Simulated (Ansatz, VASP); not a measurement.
**TeIrS (1T-IrSTe bilayer, AB): VASP beside Ansatz**

One calculation is typed for both programs; each brings its own data sets. How far apart do they land? The structure shown is the end of the Ansatz relaxation below.

Calculated with Ansatz 0.2.0; plane waves, with VASP 6.6.1 beside it; single point at PBE with D3(BJ).

## 1. The starting structure

The cell holds 6 atoms: 2 Te, 2 Ir and 2 S. Its edges and angles: a = 3.526 Å, b = 3.526 Å, c = 48.413 Å, α = 90.0°, β = 90.0°, γ = 120.0°. Vacuum lies along c.

## 2. Ansatz: relaxation, PBE with D3(BJ)

Ansatz runs on its default PAW (the set named soft_2) files.

This run makes the geometry at which the two programs are then compared.

input.yaml reads:

```yaml
crystal:
  lattice:
    - [3.581057, 0.0, 0.0]
    - [-1.7905285, 3.1012863344, 0.0]
    - [0.0, 0.0, 48.4132172999]
  atoms:
    - { symbol: Te, position: [0.6666666667, 0.3333333333, 0.4100119989] }
    - { symbol: Ir, position: [0.0, 0.0, 0.4448758219], spin: 1.0 }
    - { symbol: S, position: [0.3333333333, 0.6666666667, 0.4674675618] }
    - { symbol: Te, position: [0.0, 0.0, 0.5325324382] }
    - { symbol: Ir, position: [0.3333333333, 0.6666666667, 0.5673962612], spin: 1.0 }
    - { symbol: S, position: [0.6666666667, 0.3333333333, 0.5899880011] }
  periodic: [true, true, false]
magnetization:
  spin_polarized: true
kpoints:
  mp_grid: { grid: [12, 12, 1] }
hamiltonian:
  xc: pbe
  dispersion: d3bj
scf:
  occupations: { method: fermi_dirac, width: 0.05 }
  convergence: { dr2_threshold: 1.0e-09 }
relax:
  f_tol: 0.004
  max_steps: 90
  cell: {}
output:
  write_potential: true
  write_density: true
  volumetric_format: npy
```

The run is started by

```sh
$ ansatz run input.yaml --threads 4 --pin off --max-ram 6144MiB --backend cpu --events-out ev --progress --plain --runs-dir out
```

Numbers of over 12 decimals in the logs are rounded to 6 here.

What it wrote:

```text
Warning: relax.cell: scf.convergence.dr2_threshold = 1e-9 eV is looser than the 1.71338250793e-10 eV advised for a relaxation that steers and ends on the stress (1e-10 eV for each atom of the cell: 6, times the square of relax.cell.stress_2d_tol = 0.05 N/m over 18.7 Å (the atoms' height at the walk's start and 5 Å past either face), 2.672e-2 GPa, over a crystal's default 0.05). What an SCF threshold leaves in a stress goes as its square root, and in the free energy as the threshold itself, and one threshold admits the most on a small cell: [figures from the program's tests cut] Set scf.convergence.dr2_threshold to 1.71338250793e-10 eV or tighter. [rest of the remark cut]
Engine: ansatz 0.2.0, aarch64-unknown-linux-gnu
Pseudopotentials: kind: paw
Pseudopotential: Te, paw, valence charge 16, recommended cutoff 420 eV (normal), Te.paw.azcp
Pseudopotential: Ir, paw, valence charge 17, recommended cutoff 420 eV (normal), Ir.paw.azcp
Pseudopotential: S, paw, valence charge 6, recommended cutoff 420 eV (normal), S.paw.azcp
Functional definition: PBE
  parameter kappa = 0.804
  parameter beta = 0.066725
  exchange = pbe_x(kappa = kappa, mu = beta*pi^2/3)
  correlation = pbe_c(beta = beta)
Crystal: 6 atoms, lattice volume = 537.672 Å³
Basis set: ecut = 420 eV, 10331 PW (Γ), exchange–correlation on 48×48×648 points (8 copies of the dense FFT grid, shifted against one another)
Bands: 48, of which v1, the nominal top of the filled ones, is band 39 counted from 1 (38 counted from 0)
Symmetry: 6 space group operations
Space group: P3m1 (ITA 156), of the structure as read, at distance tolerance 8.1e-5 Å
Magnetic group: BNS 156.49 (UNI 1279), of the structure as read, at distance tolerance 8.1e-5 Å
k-points: 19 of 144 (time reversal used)
Non-local potential: Te, projectors of the file, l = 0: 2, l = 1: 2, l = 2: 2, l = 3: 2
Non-local potential: Ir, projectors of the file, l = 0: 3, l = 1: 2, l = 2: 2, l = 3: 1
Non-local potential: S, projectors of the file, l = 0: 2, l = 1: 2, l = 2: 2
PAW form: soft (Blöchl's): semilocal exchange-correlation on the pseudo side does not see the compensation charge
PAW one-centre angular grid: Te, 590 points (default); XC on 64 Gauss nodes
PAW one-centre angular grid: Ir, 590 points (default); XC on 64 Gauss nodes
PAW one-centre angular grid: S, 110 points (default); XC on 64 Gauss nodes
Initial density: superposition of atomic densities (neutral atoms: chi_scale 0, normalization atom)
Starting moments: Σ|m| = 2 μB on 2 of 6 sites
Initial wavefunctions: pseudopotential atomic-orbital guess
Functional: x = pbe(κ = 0.804, μ = 0.219515), c = pbe(β = 0.066725)
SCF iter   1: F=—  HF=-39636.545225 eV  |F-HF|=—  |Δ(HF+E_count)|=         —  Δρ=1.20e-2 (↑1.20e-2 ↓1.14e-2)  dr2=4.84e0  dr2_m=1.19e-1  M=1.198 μB ∫|m|=1.270 μB  β_m=0.30  ethr=3.10e-3  ⟨swp⟩=22.3  Hψ=14363  notcnv=0  defer=2
Mixer restart at iter 1: flushing history
preconditioner: auto → LDOS  [metal: Δε(μ)=0.012 eV  Ē_g=8.790 eV  σ=0.050 eV  W_gap=0.06  n_scr=30 (ndim 8)  ℏωp=10.4 eV  f_vac=0.739  D(μ)=5.61/eV (n_scr^D=20)]
spin=Collinear: LDOS preconditioning applied to the charge; magnetization (m = ρ↑ − ρ↓) channel mixes plain (no charge-response kernel on spin).
SCF iter   2: F=—  HF=-39636.974367 eV  |F-HF|=—  |Δ(HF+E_count)|=   4.29e-1  Δρ=9.02e-3 (↑9.02e-3 ↓8.74e-3)  dr2=2.37e0  dr2_m=9.73e-2  M=0.979 μB ∫|m|=1.051 μB  β_m=0.63  ethr=3.10e-3  ⟨swp⟩=2.2  Hψ=2331  notcnv=0  defer=119
SCF iter   3: F=—  HF=-39637.750874 eV  |F-HF|=—  |Δ(HF+E_count)|=   7.77e-1  Δρ=3.16e-3 (↑3.16e-3 ↓2.10e-3)  dr2=1.73e-1  dr2_m=2.58e-2  M=0.362 μB ∫|m|=0.433 μB  β_m=0.81  ethr=3.04e-3  ⟨swp⟩=3.4  Hψ=2619  notcnv=0  defer=119
SCF iter   4: F=—  HF=-39637.836153 eV  |F-HF|=—  |Δ(HF+E_count)|=         —  Δρ=1.53e-3 (↑1.29e-3 ↓1.53e-3)  dr2=4.12e-3  dr2_m=8.73e-3  M=0.042 μB ∫|m|=0.074 μB  β_m=0.81  ethr=2.21e-4  ⟨swp⟩=3.7  Hψ=3816  notcnv=0  defer=122
SCF iter   5: F=—  HF=-39637.836859 eV  |F-HF|=—  |Δ(HF+E_count)|=   7.06e-4  Δρ=2.85e-4 (↑2.85e-4 ↓2.68e-4)  dr2=1.01e-3  dr2_m=2.74e-4  M=0.011 μB ∫|m|=0.022 μB  β_m=0.87  ethr=5.28e-6  ⟨swp⟩=3.2  Hψ=4225  notcnv=0  defer=122
SCF iter   6: F=—  HF=-39637.837112 eV  |F-HF|=—  |Δ(HF+E_count)|=   2.53e-4  Δρ=1.07e-4 (↑6.45e-5 ↓1.07e-4)  dr2=1.18e-4  dr2_m=2.22e-5  M=0.003 μB ∫|m|=0.007 μB  β_m=0.83  ethr=1.30e-6  ⟨swp⟩=3.4  Hψ=3774  notcnv=0  defer=122
[...]
SCF iter   9: F=-39637.918596 eV  HF=-39637.918596 eV  |F-HF|=2.98e-10  |Δ(HF+E_count)|=  3.64e-11  Δρ=2.45e-8 (↑2.40e-8 ↓2.45e-8)  dr2=1.59e-10  dr2_m=3.29e-15  M=0.000 μB ∫|m|=0.000 μB  ethr=1.00e-12  ⟨swp⟩=8.6  Hψ=10076  notcnv=0
the starting moments were not kept: the SCF closed with an absolute magnetisation of 1.4e-7 μB, where they sum to 2 μB in size (2 sites). That is at most 0.1 of that sum. Measured as dr2_m measures the in/out step, that magnetisation stands 8.1e-16 eV from none, at or under the dr2_threshold of 1.0e-9 eV: it is no larger than a step whose dr2_m would equal this threshold.
SCF 10 converged in 9 iterations: F = -39637.918596 eV  dr2 = 1.59e-10
relax step  10: F+E_penalty+E_count = -39637.91859631 eV  Δ(F+E_penalty+E_count) = +9.040e-4 eV  max|allowed force component| = 2.533e-4 eV/Å  Δτ_max = 0.0000 Å  P = +0.004 N/m  Ω = 521.363 Å³  fix = [c, alpha, beta]  reactions: c +0.000 N/m  stress off target by 4.21e-3 N/m on what of the cell is left free  SCF on the basis re-selected at this cell (its energy is not comparable with the rows above)  (9 SCF iters)
basis re-selected at this cell: Δ(F+E_penalty+E_count) = +9.040e-4 eV, ΔP = +0.006 N/m vs the last step (what re-selecting the basis moved, of the pressure what is left beyond the Pulay correction that the steps carried, after the strain that the cell walked since its last selection, with what the two solves' SCF thresholds leave and, on support functions, any second-order correction that the steps lacked; it is no m [...]
WARN: The output density's exchange-correlation potential varies sharply where the density is thin. Do not read a vacuum level from v_tot or v_xc, or from such a field of the output density. On a cell that repeats whose density bears no net charge and no dipole along the vacuum's axis use v_es (v_loc + v_h of the components); under efield.dipole_correction with no amplitude use v_es + v_field, which holds any externa [...]
SCF converged after 9 iterations
an eigenvalue changed by more than its tolerance at an iteration that met the thresholds in force, so the SCF went on 2 times, its first undamped step at iteration 6: the last check found none over its tolerance
Magnetization: 0.0000 μB (39.0000 up, 39.0000 down)
Absolute magnetization: 0.0000 μB (∫|ρ↑−ρ↓|, with the PAW one-centre terms)
Spin contamination: 0.0000 ħ² per cell (⟨S²⟩ above its minimum at these occupations)
Per-site moments (μB) at R_I (Å): [(-7.582875308238505e-9, 1.130088), (4.079850634676603e-9, 0.958028), (6.876851923116296e-9, 0.958028), (1.6853555181004952e-8, 1.137201), (4.997837700936043e-9, 0.956773), (-9.43833372750865e-9, 0.956773)]
Free energy (F): -39637.918596 eV
Harris-Foulkes:  -39637.918596 eV  (|F-HF|=2.98e-10)
Internal energy: -39637.899109 eV  (E = F + TS)
E sigma→0 (E₀):  -39637.908852 eV
Entropy (-TS):   -0.019488 eV (-3.248 meV/atom)
Fermi energy:    -4.755857 eV
--- Per-component energies (eV) ---
  E_band       = -2295.075738
  E_kinetic    = 1825.685298
  E_local      = -438130.479839  (includes V_loc(G=0)·N_el)
  E_nonlocal   = -416.319013
  E_hartree    = 218322.543868
  E_xc         = -978.789323
  E_vxc        = -983.434942  (∫ρ·V_xc dr)
  E_paw        = -28973.455271  (= ΣΔE_a)
  E_vpaw       = -1235.611008  (= ΣTr[D̂ρ^β])
  E_aug_tail   = -0.000237  (compensation charges beyond the density's cutoff)
  E_ewald      = 208715.306184
  E_disp       = -2.390775  (pairwise vdW)
  E_smearing   = -0.019488  (= −TS)
  E_closure    = -0.000000  (closes the sum)
  Σ components = -39637.918596   (vs F -39637.918596, Δ=0.00e0)
--- Forces (eV/Å), atoms counted from 1 ---
  atom   1  Te     0.00000000     0.00000000    -0.00023903
  atom   2  Ir     0.00000000     0.00000000    -0.00024058
  atom   3  S      0.00000000     0.00000000     0.00023120
  atom   4  Te     0.00000000     0.00000000    -0.00014165
  atom   5  Ir     0.00000000     0.00000000     0.00025372
  atom   6  S      0.00000000     0.00000000     0.00013877
  max |Σ_I F_I| component: 2.42e-6 eV/Å
--- 2D stress c σ (N/m, compression-positive) ---
        0.004209       0.000000       0.000000
       -0.000000       0.004209      -0.000000
        0.000000      -0.000000       0.000000
  P = ½ c Tr σ = 0.0042 N/m
--- Band table (eV; the first three rows and the last of 38) ---
  k-point 0 ↑: bands = [... 35 lower, -4.7518, -4.4058, -4.4058, -4.2010, -4.2010, -1.6306, -1.6306, -1.4757, ... 5 higher]
  k-point 1 ↑: bands = [... 35 lower, -5.2067, -4.3964, -4.2085, -4.1843, -4.1289, -2.2776, -2.0621, -1.8288, ... 5 higher]
  k-point 2 ↑: bands = [... 35 lower, -5.7787, -4.4631, -4.4449, -4.2359, -4.2329, -3.0415, -2.8383, -2.1724, ... 5 higher]
  k-point 18 ↓: bands = [... 35 lower, -6.4320, -5.9860, -5.8437, -5.4784, -5.4664, -4.0180, -3.9818, -2.2746, ... 5 higher]
  the weakly bound empty levels are not read free of the cell's end (no_gap_told)
--- Relaxed structure (9 steps of the walk, 9 accepted, 1 SCFs on fresh bases) ---
  F+E_penalty+E_count = -39637.91859631 eV   max|allowed force component| = 2.533e-4 eV/Å   (the final SCF, on the basis selected at the relaxed cell)
  cell:  # Å, volume = 521.3629 Å³
    - [3.526328, 0, 0]
    - [-1.763164, 3.053890, 0]
    - [0, 0, 48.4132172999]
  atoms:
    - { symbol: Te, position: [0.666667, 0.333333, 0.408376] }
    - { symbol: Ir, position: [2.3649577037288443e-18, 0, 0.446240] }
    - { symbol: S, position: [0.333333, 0.666667, 0.469324] }
    - { symbol: Te, position: [-5.2044372847863505e-18, 0, 0.529530] }
    - { symbol: Ir, position: [0.333333, 0.666667, 0.567924] }
    - { symbol: S, position: [0.666667, 0.333333, 0.590878] }
```

[end of part 1 of 2]

[Lines on the potential files, build, host, timing and source positions are cut from VASP's logs without a mark.]

[Logs are printed without paths, hosts, clocks, repeated set-up lines and the standing remarks that a program may print on its own settings, such as how far it seeks lower states.]

[Hosts, paths, dates, database ids (printed as entryN), source tags and the programs' standing remarks are cut or masked in the printed files.]
